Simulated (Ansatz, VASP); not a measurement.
**PtSe2 in two plane-wave programs**

One calculation is typed for both programs; each brings its own data sets. How far apart do they land? The structure shown is the start of the Ansatz relaxation below; VASP solves that cell, so the two are compared at the walk's first step.

Main program and level: Ansatz 0.2.0; plane waves, with VASP 6.6.1 beside it; LDA.

## (1) Set-up

The cell holds 3 atoms: 1 Pt and 2 Se. Cell: a = 3.750 Å, b = 3.750 Å, c = 32.400 Å, α = 90.0°, β = 90.0°, γ = 120.0°. Vacuum lies along c.

## (2) Ansatz: relaxation, LDA

Ansatz runs on its default PAW (the set named soft_2) files.

The two programs are compared at the cell with which this relaxation starts, whose forces are those of its first step.

The input, input.yaml:

```yaml
crystal:
  lattice:
    - [3.75, 0.0, 0.0]
    - [-1.875, 3.2475952642, 0.0]
    - [0.0, 0.0, 32.4]
  atoms:
    - { symbol: Pt, position: [0.0, 0.0, 0.5] }
    - { symbol: Se, position: [0.3333333333, 0.6666666667, 0.5404320988] }
    - { symbol: Se, position: [0.6666666667, 0.3333333333, 0.4595679012] }
  periodic: [true, true, false]
kpoints:
  mp_grid: { grid: [6, 6, 1] }
hamiltonian:
  xc: lda
scf:
  occupations: { method: fermi_dirac, width: 0.02 }
relax:
  f_tol: 0.01
  max_steps: 100
  cell: {}
```

On the command line:

```bash
$ ansatz run input.yaml --threads 3 --pin off --max-ram 92160MiB --backend cuda --events-out ev --progress --plain --runs-dir out --devices 1 --max-vram 13GiB
```

Numbers of over 12 decimals in the logs are rounded to 6 here.

Log:

```text
GPUs: using 1 of 1 available (devices: 1).
Engine: ansatz 0.2.0, x86_64-unknown-linux-gnu
Pseudopotentials: kind: paw
Pseudopotential: Pt, paw, valence charge 18, recommended cutoff 420 eV (normal), Pt.paw.azcp
Pseudopotential: Se, paw, valence charge 16, recommended cutoff 420 eV (normal), Se.paw.azcp
Functional definition: SPW92
  exchange = slater_x
  correlation = pw_c
device memory: the entry about to start is reckoned to put 3.5 GiB on a device that reports 35.0 GiB free (of which the cap on the GPU budget leaves the run 13.0 GiB)
GPU FFT provider: cuFFT
GPU libraries: cuBLAS 13.8.2, cuFFT 12.4.0, cuSOLVER 12.3.4
Crystal: 3 atoms, lattice volume = 394.583 Å³
Basis set: ecut = 420 eV, 7801 PW (Γ)
Bands: 30, of which v1, the nominal top of the filled ones, is band 25 counted from 1 (24 counted from 0)
Symmetry: 12 space group operations
Space group: P-3m1 (ITA 164), of the structure as read, at distance tolerance 7.3e-5 Å
k-points: 7 of 36
Non-local potential: Pt, projectors of the file, l = 0: 3, l = 1: 2, l = 2: 2, l = 3: 1
Non-local potential: Se, projectors of the file, l = 0: 2, l = 1: 2, l = 2: 3, l = 3: 1
PAW form: soft (Blöchl's): semilocal exchange-correlation on the pseudo side does not see the compensation charge
PAW frozen core: Pt, regenerated for the run's functional, and the local potential with it (the file was generated under x = pbe(κ = 0.804, μ = 0.219515), c = pbe(β = 0.066725))
PAW frozen core: Se, regenerated for the run's functional, and the local potential with it (the file was generated under x = pbe(κ = 0.804, μ = 0.219515), c = pbe(β = 0.066725))
PAW one-centre angular grid: Pt, 590 points (default); XC on 64 Gauss nodes
PAW one-centre angular grid: Se, 590 points (default); XC on 64 Gauss nodes
Initial density: superposition of atomic densities (neutral atoms: chi_scale 0, normalization atom), corrected by the library's trained network
Initial wavefunctions: pseudopotential atomic-orbital guess
GPU buffer pool allocated for 164025 grid points (all kernels)
GPU transforms: local potential and band sums: pruned to the plane-wave sphere, on 25×25×225
Functional: x = slater, c = lda
SCF iter   1: F=—  HF=-23012.427761 eV  |F-HF|=—  |Δ(HF+E_count)|=         —  Δρ=2.12e-3  dr2=8.87e-3  ethr=1.77e-3  ⟨swp⟩=13.3  Hψ=1328  notcnv=0
preconditioner: auto → Resta (q_TF=auto, 1.934 Å⁻¹)  ε∞=1.9  [insulator: Δε(μ)=1.612 eV  Ē_g=9.288 eV  σ=0.020 eV  W_gap=1.00  n_scr=18 (ndim 8)  ℏωp=8.8 eV  f_vac=0.806  D(μ)=0.00/eV (n_scr^D=0)  ε∞_Penn≈1.9  vacuum switching on, ρ_ref=6.3e-3 e/Å³]
SCF iter   2: F=—  HF=-23012.419101 eV  |F-HF|=—  |Δ(HF+E_count)|=   8.66e-3  Δρ=1.12e-3  dr2=4.40e-3  ethr=1.77e-5  ⟨swp⟩=4.3  Hψ=655  notcnv=0  defer=7
SCF iter   3: F=—  HF=-23012.419249 eV  |F-HF|=—  |Δ(HF+E_count)|=   1.48e-4  Δρ=8.05e-4  dr2=3.52e-3  ethr=8.80e-6  ⟨swp⟩=3.3  Hψ=385  notcnv=0  defer=7
SCF iter   4: F=—  HF=-23012.418775 eV  |F-HF|=—  |Δ(HF+E_count)|=   4.73e-4  Δρ=1.63e-4  dr2=5.27e-5  ethr=7.04e-6  ⟨swp⟩=2.6  Hψ=303  notcnv=0  defer=7
SCF iter   5: F=—  HF=-23012.418920 eV  |F-HF|=—  |Δ(HF+E_count)|=   1.45e-4  Δρ=3.39e-5  dr2=2.95e-6  ethr=1.05e-7  ⟨swp⟩=3.4  Hψ=407  notcnv=0  defer=7
SCF iter   6: F=—  HF=-23012.418922 eV  |F-HF|=—  |Δ(HF+E_count)|=   1.14e-6  Δρ=7.70e-6  dr2=2.65e-7  ethr=5.90e-9  ⟨swp⟩=3.0  Hψ=419  notcnv=0  defer=7
SCF iter   7: F=-23012.418922 eV  HF=-23012.418922 eV  |F-HF|=1.86e-8  |Δ(HF+E_count)|=   9.07e-8  Δρ=1.87e-6  dr2=1.08e-8  ethr=2.00e-10  ⟨swp⟩=7.0  Hψ=908  notcnv=0
SCF 1 converged in 7 iterations: F = -23012.418922 eV  dr2 = 1.08e-8
  greatest PAW one-centre occupation: 1.000 electrons in one spin orbital (limit 2), on the Se atom at site 2 (counted from 0), in its partial waves of l = 2
relax step   1: F+E_penalty+E_count = -23012.41892175 eV  Δ(F+E_penalty+E_count) = +0.000e0 eV  max|allowed force component| = 7.412e-1 eV/Å  Δτ_max = 0.0000 Å  P = -3.900 N/m  Ω = 394.583 Å³  fix = [c, alpha, beta]  reactions: c -0.000 N/m  (7 SCF iters, dr2 threshold 1.00e-7 eV, accepted)
[...]
relax step   4: F+E_penalty+E_count = -23012.49714729 eV  Δ(F+E_penalty+E_count) = -1.857e-3 eV  max|allowed force component| = 5.825e-3 eV/Å  Δτ_max = 0.0061 Å  P = -0.155 N/m  Ω = 380.074 Å³  energy of the carried Pulay correction = +5.394e-4 eV  fix = [c, alpha, beta]  reactions: c -0.000 N/m  (5 SCF iters, dr2 threshold 3.00e-7 eV, accepted)
[...]
relax step   5: F+E_penalty+E_count = -23012.49733069 eV  Δ(F+E_penalty+E_count) = -1.834e-4 eV  max|allowed force component| = 7.589e-5 eV/Å  Δτ_max = 0.0024 Å  P = -0.008 N/m  Ω = 379.059 Å³  energy of the carried Pulay correction = +5.778e-4 eV  fix = [c, alpha, beta]  reactions: c -0.000 N/m  (5 SCF iters, dr2 threshold 3.76e-8 eV, accepted)
[...]
relax step   6: F+E_penalty+E_count = -23012.49674191 eV  Δ(F+E_penalty+E_count) = +5.888e-4 eV  max|allowed force component| = 2.679e-4 eV/Å  Δτ_max = 0.0000 Å  P = -0.006 N/m  Ω = 379.059 Å³  fix = [c, alpha, beta]  reactions: c -0.000 N/m  stress off target by 6.36e-3 N/m on what of the cell is left free  SCF on the basis re-selected at this cell (its energy is not comparable with the rows above)  (7 SCF iters)
basis re-selected at this cell: Δ(F+E_penalty+E_count) = +5.888e-4 eV, ΔP = +0.001 N/m vs the last step (what re-selecting the basis moved, of the pressure what is left beyond the Pulay correction that the steps carried, after the strain that the cell walked since its last selection, with what the two solves' SCF thresholds leave and, on support functions, any second-order correction that the steps lacked; it is no measure of the basis error at this ecutwfc). The dense FFT grid was sized anew with the basis: this SCF ran on 25×25×225 points, the steps before it on 27×27×225, so part of this shift can come from that change (see relax.cell in the input reference). [rest of the remark cut]
SCF converged after 7 iterations
Free energy (F): -23012.496742 eV
Harris-Foulkes:  -23012.496742 eV  (|F-HF|=5.82e-11)
Internal energy: -23012.496742 eV  (E = F + TS)
E sigma→0 (E₀):  -23012.496742 eV
Fermi energy:    -5.088594 eV
--- Per-component energies (eV) ---
  E_band       = -1867.657269
  E_kinetic    = 877.475936
  E_local      = -138003.792960  (includes V_loc(G=0)·N_el)
  E_nonlocal   = -970.605308
  E_hartree    = 68299.949659
  E_xc         = -467.907818
  E_vxc        = -500.180607  (∫ρ·V_xc dr)
  E_paw        = -12832.782198  (= ΣΔE_a)
  E_vpaw       = 129.547633  (= ΣTr[D̂ρ^β])
  E_aug_tail   = -0.001017  (compensation charges beyond the density's cutoff)
  E_ewald      = 60080.268371
  E_core_change = 4.898594  (= ΣΔE_core)
  E_smearing   = -0.000000  (= −TS)
  E_closure    = 0.000000  (closes the sum)
  Σ components = -23012.496742   (vs F -23012.496742, Δ=0.00e0)
--- Forces (eV/Å), atoms counted from 1 ---
  atom   1  Pt     0.00000000     0.00000000     0.00000000
  atom   2  Se    -0.00000000     0.00000000     0.00026786
  atom   3  Se     0.00000000    -0.00000000    -0.00026786
  max |Σ_I F_I| component: 2.89e-18 eV/Å
--- 2D stress c σ (N/m, compression-positive) ---
       -0.006358      -0.000000       0.000000
       -0.000000      -0.006358      -0.000000
        0.000000      -0.000000      -0.000000
  P = ½ c Tr σ = -0.0064 N/m
--- Band table (eV; the first three rows and the last of 7) ---
  k-point 0: bands = [... 21 lower, -7.1732, -6.6080, -5.9234, -5.9234, -2.7770, -2.7770, -1.3254 (-1.3254°), -0.6714, ... 1 higher]
  k-point 1: bands = [... 21 lower, -7.9379, -6.1744, -6.0949, -5.9941, -4.2434, -3.1355, -0.4472 (-0.4474°), -0.1053, ... 1 higher]
  k-point 2: bands = [... 21 lower, -8.3163, -7.3505, -6.8165, -6.5055, -4.0723, -3.1812, -0.9699, 0.6914, ... 1 higher]
  k-point 6: bands = [... 21 lower, -8.5973, -8.3020, -6.9174, -6.9174, -4.0860, -4.0860, 0.2979, 2.2675, ... 1 higher]
  ° read free of the cell's end (the report's vacuum.weakly_bound_levels)
--- Relaxed structure (5 steps of the walk, 5 accepted, 1 SCFs on fresh bases) ---
  F+E_penalty+E_count = -23012.49674191 eV   max|allowed force component| = 2.679e-4 eV/Å   (the final SCF, on the basis selected at the relaxed cell)
  cell:  # Å, volume = 379.0589 Å³
    - [3.675492, 0.0, 0]
    - [-1.837746, 3.183070, 0]
    - [0, 0, 32.4]
  atoms:
    - { symbol: Pt, position: [0, 0, 0.5] }
    - { symbol: Se, position: [0.333333, 0.666667, 0.539767] }
    - { symbol: Se, position: [0.666667, 0.333333, 0.460233] }
```

The column dr2 measures how far the density is from self-consistency, as an energy; F and HF (Harris–Foulkes) agree once it is small.

## (3) VASP: single point, LDA, start cell, pair 1

The same cell, functional (in two slightly different forms), mesh and smearing now go to VASP, with its own data sets.

Lines of VASP's logs that name or quote its potential files are left out, and so is its time.

The input, INCAR:

```
SYSTEM = PtSe2
PREC = Accurate
ENCUT = 400
EDIFF = 1E-06
NELM = 120
ISMEAR = -1
SIGMA = 0.02
LREAL = .FALSE.
ALGO = Normal
GGA = PW92
NBANDS = 17
LASPH = .TRUE.
LORBIT = 11
LWAVE = .FALSE.
LCHARG = .FALSE.
ISIF = 2
LDIPOL = .TRUE.
IDIPOL = 3
DIPOL = 0.5 0.5 0.5
LVHAR = .TRUE.
GGA_COMPAT = .FALSE.
EFERMI = MIDGAP
NELMDL = -8
KPAR = 2
```

The input, POSCAR:

```
PtSe2
1.0
    3.7500000000      0.0000000000      0.0000000000
   -1.8750000000      3.2475950000      0.0000000000
    0.0000000000      0.0000000000     32.4000000000
Pt Se
1 2
Direct
    0.0000000000      0.0000000000      0.5000000000
    0.3333333333      0.6666666667      0.5404320988
    0.6666666667      0.3333333333      0.4595679012
```

The input, KPOINTS:

```
Automatic mesh
0
Gamma
6 6 1
0 0 0
```

PAW data sets: Pt and Se (LDA family, release 64).

On the command line:

```bash
$ mpirun -np 2 vasp_std
```

Log:

```text
[banner, memory and clock lines left out]
running    2 mpi-ranks, on    1 nodes
 distrk:  each k-point on    1 cores,    2 groups
 distr:  one band on    1 cores,    1 groups

 POSCAR found type information on POSCAR PtSe
 POSCAR found :  2 types and       3 ions
|                                                                             |
|               ----> ADVICE to this user running VASP <----                  |
|                                                                             |
|     You enforced a specific xc type in the INCAR file but a different       |
|     [... a line on the potential file left out ...]
|     I HOPE YOU KNOW WHAT YOU ARE DOING!                                     |
|                                                                             |

 LDA part: xc-table for (Slater(with rela. corr.)+PW92), standard interpolation
 POSCAR, INCAR and KPOINTS ok, starting setup
 FFT: planning ... GRIDC
 FFT: planning ... GRID_SOFT
 FFT: planning ... GRID
 WAVECAR not read
 entering main loop
       N       E                     dE             d eps       ncg     rms          rms(c)
DAV:   1     0.167167275380E+03    0.16717E+03   -0.58373E+03   238   0.724E+02
DAV:   2     0.212811488410E+01   -0.16504E+03   -0.15275E+03   401   0.150E+02
DAV:   3    -0.173414304940E+02   -0.19470E+02   -0.19255E+02   303   0.666E+01
DAV:   4    -0.176298332532E+02   -0.28840E+00   -0.28780E+00   330   0.982E+00
DAV:   5    -0.176351502476E+02   -0.53170E-02   -0.53118E-02   332   0.122E+00
DAV:   6    -0.176353494685E+02   -0.19922E-03   -0.19922E-03   314   0.224E-01
DAV:   7    -0.176353585597E+02   -0.90912E-05   -0.90910E-05   324   0.414E-02
DAV:   8    -0.176353591183E+02   -0.55867E-06   -0.55880E-06   330   0.100E-02    0.120E+01
DAV:   9    -0.169775950235E+02    0.65776E+00   -0.47444E+00   268   0.193E+01    0.658E+00
DAV:  10    -0.168049121123E+02    0.17268E+00   -0.14839E+00   266   0.115E+01    0.303E+00
DAV:  11    -0.167359277325E+02    0.68984E-01   -0.12779E-01   302   0.348E+00    0.648E-01
DAV:  12    -0.167326256934E+02    0.33020E-02   -0.25475E-02   325   0.124E+00    0.214E-01
DAV:  13    -0.167327053479E+02   -0.79655E-04   -0.10876E-03   303   0.219E-01    0.199E-01
DAV:  14    -0.167328898828E+02   -0.18453E-03   -0.22325E-04   292   0.128E-01    0.181E-01
[...]
DAV:  20    -0.167329272112E+02   -0.27715E-04   -0.64002E-06   301   0.104E-02    0.347E-02
DAV:  21    -0.167329514913E+02   -0.24280E-04   -0.11535E-05   284   0.161E-02    0.742E-03
DAV:  22    -0.167329583026E+02   -0.68113E-05   -0.28446E-07   257   0.270E-03    0.585E-03
DAV:  23    -0.167329699118E+02   -0.11609E-04   -0.23072E-06   243   0.711E-03    0.574E-03
DAV:  24    -0.167329737520E+02   -0.38402E-05   -0.24558E-07   254   0.279E-03    0.362E-03
DAV:  25    -0.167329754361E+02   -0.16841E-05   -0.26356E-07   245   0.237E-03    0.718E-04
DAV:  26    -0.167329766292E+02   -0.11932E-05   -0.39634E-08   243   0.100E-03    0.139E-03
DAV:  27    -0.167329769867E+02   -0.35743E-06   -0.59233E-09   249   0.366E-04
   1 F= -.16732977E+02 E0= -.16732977E+02  d E =-.152885E-17
```

From OUTCAR (step 3):

```text
ion  position               nearest neighbor table
   1  0.000  0.000  0.500-   2 2.53   3 2.53   3 2.53   2 2.53   3 2.53   2 2.53
   2  0.333  0.667  0.540-   1 2.53   1 2.53   1 2.53
   3  0.667  0.333  0.460-   1 2.53   1 2.53   1 2.53

  LATTYP: Found a hexagonal cell.
 ALAT       =     3.7500000000
 C/A-ratio  =     8.6400000000

 Subroutine GETGRP returns: Found 12 space group operations
 (whereof 12 operations were pure point group operations)

The static configuration has the point symmetry D_3d.

 Found      7 irreducible k-points:

   k-points           NKPTS =      7   k-points in BZ     NKDIM =      7   number of bands    NBANDS=     17

   dimension x,y,z NGX =    24 NGY =   24 NGZ =  216
   dimension x,y,z NGXF=    48 NGYF=   48 NGZF=  432

   ENCUT  =  400.0 eV  29.40 Ry    5.42 a.u.   6.12  6.12 52.84*2*pi/ulx,y,z

   NELECT =      22.0000    total number of electrons

 k-points in reciprocal lattice and weights: Automatic mesh
   0.00000000  0.00000000  0.00000000       0.028
   0.16666667  0.00000000  0.00000000       0.167
   0.33333333  0.00000000  0.00000000       0.167
   0.50000000  0.00000000  0.00000000       0.083
   0.16666667  0.16666667  0.00000000       0.167
   0.33333333  0.16666667  0.00000000       0.333
   0.33333333  0.33333333  0.00000000       0.056

 dipolmoment           0.000000      0.000000     -0.000000 electrons x Angstroem

 average (electrostatic) potential at core
       1 -78.2869       2 -68.3443       3 -68.3443

 E-fermi :  -3.4341

 k-point     1 :       0.0000    0.0000    0.0000
  band No.  band energies     occupation
    ...
      7      -6.9922      2.00000
      8      -5.4064      2.00000
      9      -4.8030      2.00000
     10      -4.2280      2.00000
     11      -4.2280      2.00000
     12      -1.3115      0.00000
     13      -1.3115      0.00000
     14       0.2473      0.00000
     15       1.1048      0.00000
     16       1.4199      0.00000
    ...

 k-point     2 :       0.1667    0.0000    0.0000
  band No.  band energies     occupation
    ...
      7      -7.1567      2.00000
      8      -6.1262      2.00000
      9      -4.4264      2.00000
     10      -4.3631      2.00000
     11      -4.2983      2.00000
     12      -2.6402      0.00000
     13      -1.6221      0.00000
     14       1.1899      0.00000
     15       1.6478      0.00000
     16       1.9536      0.00000
    ...

 k-point     3 :       0.3333    0.0000    0.0000
  band No.  band energies     occupation
    ...
      7      -7.0949      2.00000
      8      -6.4481      2.00000
      9      -5.5562      2.00000
     10      -5.0573      2.00000
     11      -4.7449      2.00000
     12      -2.5031      0.00000
     13      -1.6654      0.00000
     14       0.6769      0.00000
     15       2.2773      0.00000
     16       2.7055      0.00000
    ...

  Total       -2.8800295     -2.8800291     -1.8908307      0.0000000      0.0000000      0.0000000
  in kB      -11.6941694    -11.6941675     -7.6775931      0.0000000      0.0000000      0.0000000
  external PRESSURE =     -10.3553100 kB  Pullay stress =       0.0000000 kB

  energy-cutoff  :      400.00
  volume of cell :      394.58
      direct lattice vectors                 reciprocal lattice vectors
     3.750000000  0.000000000  0.000000000     0.266666667  0.153960084  0.000000000
    -1.875000000  3.247595000  0.000000000     0.000000000  0.307920169  0.000000000
     0.000000000  0.000000000 32.400000000     0.000000000  0.000000000  0.030864198

 POSITION                                       TOTAL-FORCE (eV/Angst)
 -----------------------------------------------------------------------------------
      0.00000      0.00000     16.20000        -0.000000      0.000000      0.000000
     -0.00000      2.16506     17.51000         0.000000      0.000000     -0.711206
      1.87500      1.08253     14.89000        -0.000000     -0.000000      0.711206
 -----------------------------------------------------------------------------------
    total drift:                                0.000000      0.000000     -0.000000

  FREE ENERGIE OF THE ION-ELECTRON SYSTEM (eV)
  ---------------------------------------------------
  free  energy   TOTEN  =       -16.7329769867 eV

  energy  without entropy=      -16.7329769867  energy(sigma->0) =      -16.73297699

 vacuum level on the upper side and lower side of the slab         1.750         1.750

 total charge
# of ion       s       p       d       tot
------------------------------------------
    1        0.669   0.670   7.999   9.338
    2        1.482   2.232   0.054   3.768
    3        1.482   2.232   0.054   3.768
--------------------------------------------------
tot          3.633   5.134   8.107  16.875

[... 3 further parts left out ...]
```

## (4) Comparison

Known differences besides the potentials themselves: Ansatz cuts the interaction across the vacuum, VASP repeats the sheet with a dipole correction (LDIPOL); the data sets hold 50 valence electrons in Ansatz (on its default PAW (the set named soft_2) files) and 22 in VASP; the cutoff is 420 eV in Ansatz and 400 eV in VASP; VASP's log shows a relativistic correction to its local exchange, Ansatz's none. Total energies have different zeros and are not compared.

Forces (eV/Å; atoms numbered as in POSCAR):

```tsv
atom	Ansatz x, y, z	VASP x, y, z
Pt1	0.000, 0.000, 0.000	0.000, 0.000, 0.000
Se2	0.000, 0.000, -0.741	0.000, 0.000, -0.711
Se3	0.000, 0.000, 0.741	0.000, 0.000, 0.711
```

The forces differ by 14 meV/Å r.m.s., which is 4.2 % of the r.m.s. force of 0.335 eV/Å (both taken over all components). Where the cell holds vacuum, a pressure given here is an average over it and none of the material.

## (5) Other set-ups

Further runs change the set-up of one program: Ansatz's method, potentials or start, or VASP's data sets, cutoff or form of LDA. The table gives that difference for each run.

```tsv
run	r.m.s. force difference (meV/Å)
as above	14
VASP with the data sets Pt and Se_sv_GW and a cutoff of 620 eV	8.9
```

(Part 1 of 2 ends here.)

[Lines on the potential files, build, host, timing and source positions are cut from VASP's logs without a mark.]

[Logs are printed without paths, hosts, clocks, repeated set-up lines and the standing remarks that a program may print on its own settings, such as how far it seeks lower states.]

[Hosts, paths, dates, database ids (printed as entryN), source tags and the programs' standing remarks are cut or masked in the printed files.]
